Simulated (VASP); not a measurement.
Computed with r2SCAN meta-GGA, VASP's PBE PAW potentials (set 64) (plane waves; VASP 6.6.1).

The input files of a VASP run:

POSCAR:
```
Ru
1
    2.4639153037     0.0000000000    -0.0000000000
    0.0000000000     2.4639153037     0.0000000000
    0.0000000000     0.0000000000     2.4639153037
Ru
1
Direct
  0.0000000000   0.0000000000   0.0000000000
```

### KPOINTS
```
Automatic mesh
0
Gamma
14 14 14
0 0 0
```

INCAR:
```
ISIF=3
PSTRESS=100
LASPH=.TRUE.   # aspherical one-centre terms
SYSTEM=Ru
EDIFFG=-0.01   # ionic stop
IBRION=2   # conjugate gradients
LCHARG=.FALSE.
LREAL=.FALSE.
PREC=Accurate
LMIXTAU=.TRUE.
METAGGA=R2SCAN
NELM=100   # most electronic steps
SIGMA=0.1
ENCUT=480   # plane-wave cut-off (eV)
NSW=40   # most ionic steps
ALGO=Normal
LWAVE=.FALSE.
ISMEAR=1   # Methfessel-Paxton
EDIFF=1E-7   # SCF stop (eV)
LMAXMIX=4   # l cut-off of mixed one-centre charges
```

POTCAR, in this order: Ru_pv (PBE.64 set). Program: vasp_std.

The run wrote:

### OUTCAR
```
 ion  position               nearest neighbor table
   1  0.000  0.000  0.000-
  LATTYP: Found a simple cubic cell.
 ALAT       =     2.4639153037
 Subroutine PRICEL returns:
 Original cell was already a primitive cell.
 Subroutine GETGRP returns: Found 48 space group operations
The static configuration has the point symmetry O_h .
The dynamic configuration has the point symmetry O_h .
 Subroutine INISYM returns: Found 48 space group operations
 Subroutine IBZKPT returns following result:
 Found    120 irreducible k-points:

 Following reciprocal coordinates:
            Coordinates               Weight
  0.000000  0.000000  0.000000      1.000000
  0.071429  0.000000  0.000000      6.000000
  0.142857  0.000000  0.000000      6.000000
  0.214286  0.000000  0.000000      6.000000
  0.285714  0.000000  0.000000      6.000000
  0.357143  0.000000  0.000000      6.000000
  0.428571  0.000000  0.000000      6.000000
  0.500000  0.000000  0.000000      3.000000
  0.071429  0.071429  0.000000     12.000000
  0.142857  0.071429  0.000000     24.000000
...
```

OSZICAR:
```
       N       E                     dE             d eps       ncg     rms          rms(c)
DAV:   1     0.831560307030E+02    0.83156E+02   -0.86661E+03  2659   0.130E+03
DAV:   2    -0.277529257936E+02   -0.11091E+03   -0.10623E+03  2742   0.350E+02
DAV:   3    -0.292388315715E+02   -0.14859E+01   -0.14644E+01  3015   0.446E+01
DAV:   4    -0.292440348759E+02   -0.52033E-02   -0.52026E-02  2906   0.293E+00
DAV:   5    -0.292440652593E+02   -0.30383E-04   -0.30384E-04  2995   0.224E-01    0.148E+01
DAV:   6    -0.239813794886E+02    0.52627E+01   -0.56643E+00  2700   0.309E+01    0.180E+00
DAV:   7    -0.242548250119E+02   -0.27345E+00   -0.49105E-01  2688   0.820E+00    0.235E+00
DAV:   8    -0.242237811454E+02    0.31044E-01   -0.10133E-01  2727   0.314E+00    0.636E-01
DAV:   9    -0.242404817621E+02   -0.16701E-01   -0.21589E-02  2709   0.132E+00    0.113E-01
DAV:  10    -0.242412982183E+02   -0.81646E-03   -0.16622E-03  2742   0.376E-01    0.113E-01
DAV:  11    -0.242413521302E+02   -0.53912E-04   -0.33679E-04  2709   0.204E-01    0.187E-02
DAV:  12    -0.242413469335E+02    0.51967E-05   -0.62048E-05  2673   0.847E-02    0.243E-02
DAV:  13    -0.242413453530E+02    0.15805E-05   -0.20203E-05  2703   0.569E-02    0.731E-03
DAV:  14    -0.242413571712E+02   -0.11818E-04   -0.67762E-06  2730   0.200E-02    0.154E-03
DAV:  15    -0.242413585318E+02   -0.13607E-05   -0.28274E-06  2763   0.128E-02    0.725E-04
DAV:  16    -0.242413589037E+02   -0.37186E-06   -0.27187E-07  2679   0.570E-03    0.300E-04
DAV:  17    -0.242413589195E+02   -0.15847E-07   -0.70191E-08  1770   0.259E-03
   1 F= -.23307746E+02 E0= -.23307755E+02  d E =-.233077E+02
```

**OUTCAR**
```
------------------------ aborting loop because EDIFF is reached ----------------------------------------
  FORCE on cell =-STRESS in cart. coord.  units (eV):
  Direction    XX          YY          ZZ          XY          YZ          ZX
  --------------------------------------------------------------------------------------
  Total        0.9271154      0.9271154      0.9271154     -0.0000000     -0.0000000     -0.0000000
  in kB       99.3040759     99.3040759     99.3040759     -0.0000000     -0.0000000     -0.0000000
  external PRESSURE =      -0.6959241 kB  Pullay stress =     100.0000000 kB
  volume of cell :       14.96
      direct lattice vectors                 reciprocal lattice vectors
     2.463915304  0.000000000  0.000000000     0.405858107  0.000000000  0.000000000
     0.000000000  2.463915304  0.000000000     0.000000000  0.405858107  0.000000000
     0.000000000  0.000000000  2.463915304     0.000000000  0.000000000  0.405858107
 POSITION                                       TOTAL-FORCE (eV/Angst)
 -----------------------------------------------------------------------------------
      0.00000      0.00000      0.00000         0.000000      0.000000      0.000000
 -----------------------------------------------------------------------------------
    total drift:                                0.000000      0.000000     -0.000000
  FREE ENERGIE OF THE ION-ELECTRON SYSTEM (eV)
  ---------------------------------------------------
  free  energy   TOTEN  =       -24.2413589195 eV

  energy  without entropy=      -24.2413849145  energy(sigma->0) =      -24.24136758
  enthalpy is  TOTEN    =       -23.3077462371 eV   P V=        0.9336126824

 reached required accuracy - stopping structural energy minimisation
```
(Selected blocks of OUTCAR.)

The structure was generated: Ru was put into the simple-cubic type (Pm-3m), which need not be its known phase. It was relaxed first under an external pressure of 10 GPa.
